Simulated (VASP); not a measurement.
The system is Au.

```xyz
1
Lattice="0.0000 2.0409 2.0409 2.0409 0.0000 2.0409 2.0409 2.0409 0.0000" Properties=species:S:1:pos:R:3 pbc="T T T"
Au    0.0000    0.0000    0.0000
```

Base run:

| Item | Value |
| --- | --- |
| Program | VASP 6.6.1 |
| Functional | LDA |
| Potentials or basis | VASP PAW LDA potentials, release 64 (Au) |
| Cutoff | 520 eV |
| k mesh | 16 × 16 × 16 |
| Occupations | methfessel-paxton, width 0.1 eV |
| Spin | no spin polarisation |

Its results: pressure -4.1 GPa.

**Question.** The run is repeated on the same cell with these changes: functional from LDA to PBE; potentials or basis from VASP PAW LDA potentials, release 64 (Au) to VASP PAW PBE potentials, release 64 (Au). What comes out?

**Answer.** Pressure 8.9 GPa.
